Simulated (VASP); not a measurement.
Data:

```yaml
crystal:
  lattice:
    - [0.00000, 2.39409, 2.39409]
    - [2.39409, 0.00000, 2.39409]
    - [2.39409, 2.39409, 0.00000]
  atoms:
    - { symbol: Zr, position: [0.97912, 0.97912, 0.02088] }
    - { symbol: H, position: [0.75000, 0.75000, 0.75000] }
    - { symbol: H, position: [0.25000, 0.25000, 0.25000] }
```

These are r2SCAN meta-GGA, VASP's PBE PAW potentials (set 64) (plane waves; VASP) values and carry that method's errors. Numerical set-up: 480 eV cut-off, 10×10×10 Γ-centred mesh, first-order Methfessel-Paxton smearing of 0.10 eV, potentials Zr_sv H.

Q: Estimate the energy per atom (σ→0), pressure, largest force, band gap (on the k-mesh) with the smallest direct gap where there is one.

A: 
- band gap (on the k-mesh): none (metal, semimetal or under 0.01 eV)
- energy per atom (σ→0): -1013.1 kJ/mol of atoms
- pressure: 1.32 GPa
- largest force: 0.797 eV/Å

The structure comes from a computed database's ZrH2 entry (Fm-3m); how it stands against other phases isn't given here. This cell was strained or had an atom moved on purpose.
